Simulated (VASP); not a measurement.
Method: HSE06 screened hybrid, VASP's PBE PAW potentials (set 64) (plane waves; VASP).

A VASP calculation is set up with these files.

File POSCAR:
```
Ga32As32
1
   11.5222104216     0.0000000000     0.0000000000
    0.0000000000    11.5222104216     0.0000000000
    0.0000000000     0.0000000000    11.5222104216
Ga As
32 32
Direct
  0.5000000000   0.0000000000   0.0000000000
  0.7500000000   0.2500000000   0.0000000000
  0.7500000000   0.0000000000   0.2500000000
  0.0000000000   0.0000000000   0.0000000000
  0.2500000000   0.2500000000   0.0000000000
  0.5000000000   0.5000000000   0.0000000000
  0.7500000000   0.7500000000   0.0000000000
  0.2500000000   0.0000000000   0.2500000000
  0.5000000000   0.2500000000   0.2500000000
  0.7500000000   0.5000000000   0.2500000000
  0.5000000000   0.0000000000   0.5000000000
  0.7500000000   0.2500000000   0.5000000000
  0.7500000000   0.0000000000   0.7500000000
  0.0000000000   0.5000000000   0.0000000000
  0.2500000000   0.7500000000   0.0000000000
  0.0000000000   0.2500000000   0.2500000000
  0.2500000000   0.5000000000   0.2500000000
  0.5000000000   0.7500000000   0.2500000000
  0.0000000000   0.0000000000   0.5000000000
  0.2500000000   0.2500000000   0.5000000000
  0.5000000000   0.5000000000   0.5000000000
  0.7500000000   0.7500000000   0.5000000000
  0.2500000000   0.0000000000   0.7500000000
  0.5000000000   0.2500000000   0.7500000000
  0.7500000000   0.5000000000   0.7500000000
  0.0000000000   0.7500000000   0.2500000000
  0.0000000000   0.5000000000   0.5000000000
  0.2500000000   0.7500000000   0.5000000000
  0.0000000000   0.2500000000   0.7500000000
  0.2500000000   0.5000000000   0.7500000000
  0.5000000000   0.7500000000   0.7500000000
  0.0000000000   0.7500000000   0.7500000000
  0.6250000000   0.1250000000   0.1250000000
  0.8750000000   0.3750000000   0.1250000000
  0.8750000000   0.1250000000   0.3750000000
  0.1250000000   0.1250000000   0.1250000000
  0.3750000000   0.3750000000   0.1250000000
  0.6250000000   0.6250000000   0.1250000000
  0.8750000000   0.8750000000   0.1250000000
  0.3750000000   0.1250000000   0.3750000000
  0.6250000000   0.3750000000   0.3750000000
  0.8750000000   0.6250000000   0.3750000000
  0.6250000000   0.1250000000   0.6250000000
  0.8750000000   0.3750000000   0.6250000000
  0.8750000000   0.1250000000   0.8750000000
  0.1250000000   0.6250000000   0.1250000000
  0.3750000000   0.8750000000   0.1250000000
  0.1250000000   0.3750000000   0.3750000000
  0.3750000000   0.6250000000   0.3750000000
  0.6250000000   0.8750000000   0.3750000000
  0.1250000000   0.1250000000   0.6250000000
  0.3750000000   0.3750000000   0.6250000000
  0.6250000000   0.6250000000   0.6250000000
  0.8750000000   0.8750000000   0.6250000000
  0.3750000000   0.1250000000   0.8750000000
  0.6250000000   0.3750000000   0.8750000000
  0.8750000000   0.6250000000   0.8750000000
  0.1250000000   0.8750000000   0.3750000000
  0.1250000000   0.6250000000   0.6250000000
  0.3750000000   0.8750000000   0.6250000000
  0.1250000000   0.3750000000   0.8750000000
  0.3750000000   0.6250000000   0.8750000000
  0.6250000000   0.8750000000   0.8750000000
  0.1250000000   0.8750000000   0.8750000000
```

INCAR:
```
LMAXMIX  =  4
LREAL  =  Auto   # projection in real space or not
AEXX  =  0.25
LWAVE  =  .FALSE.
SIGMA  =  0.05   # width (eV)
ISYM  =  3
LVHAR  =  .TRUE.
GGA  =  PE
LHFCALC  =  .TRUE.
ALGO  =  Normal
NELMIN  =  4
ISIF  =  0
ISMEAR  =  0   # Gaussian
LCHARG  =  .FALSE.
PREC  =  Normal
PRECFOCK  =  Fast
ENCUT  =  400
NELM  =  50
HFSCREEN  =  0.2   # 1/Angstrom
EDIFF  =  1E-5
LASPH  =  .TRUE.
SYSTEM  =  Ga32As32
```

KPOINTS:
```
kpoints
0
G
  1 1 1
0 0 0
```

POTCAR, in this order: Ga As (PBE.64 set). Program: vasp_gam. Read from the step before: WAVECAR.

Output

File OSZICAR:
```
       N       E                     dE             d eps       ncg     rms          rms(c)
DAV:   1    -0.312064374339E+03   -0.31206E+03   -0.22465E+01   322   0.126E+01    0.140E+01
DAV:   2    -0.312203274210E+03   -0.13890E+00   -0.58059E-01   354   0.114E+00    0.928E+00
DAV:   3    -0.312149776650E+03    0.53498E-01   -0.30918E-02   355   0.306E-01    0.544E+00
DAV:   4    -0.312129511614E+03    0.20265E-01   -0.14042E-02   354   0.194E-01    0.308E+00
DAV:   5    -0.312123147916E+03    0.63637E-02   -0.43489E-03   363   0.105E-01    0.173E+00
DAV:   6    -0.312120958251E+03    0.21897E-02   -0.95590E-04   355   0.554E-02    0.965E-01
DAV:   7    -0.312120195850E+03    0.76240E-03   -0.28389E-04   339   0.331E-02    0.531E-01
DAV:   8    -0.312119951870E+03    0.24398E-03   -0.10577E-04   347   0.207E-02    0.288E-01
DAV:   9    -0.312119881021E+03    0.70849E-04   -0.36094E-05   274   0.125E-02    0.155E-01
DAV:  10    -0.312119865400E+03    0.15621E-04   -0.12564E-05   161   0.780E-03    0.844E-02
DAV:  11    -0.312119864913E+03    0.48729E-06   -0.50165E-06   161   0.476E-03
   1 F= -.31211986E+03 E0= -.31211986E+03  d E =-.229615E-10
```

**OUTCAR**
```
------------------------ aborting loop because EDIFF is reached ----------------------------------------
  volume of cell :     1529.70
      direct lattice vectors                 reciprocal lattice vectors
    11.522210422  0.000000000  0.000000000     0.086788903  0.000000000  0.000000000
     0.000000000 11.522210422  0.000000000     0.000000000  0.086788903  0.000000000
     0.000000000  0.000000000 11.522210422     0.000000000  0.000000000  0.086788903
  FREE ENERGIE OF THE ION-ELECTRON SYSTEM (eV)
  ---------------------------------------------------
  free  energy   TOTEN  =      -312.1198649126 eV

  energy  without entropy=     -312.1198649126  energy(sigma->0) =     -312.11986491

  exchange ACFDT corr.  =         0.00000000  see jH, gK, PRB 81, 115126
```
(Selected blocks of OUTCAR.)

The supercell is sampled at Γ alone, which is coarse: total energies, pressure and levels can be off, energies of defects by several tenths of an eV.

The cell is a supercell, built from GaAs (zinc blende). The cell's shape comes from a PBE relaxation.
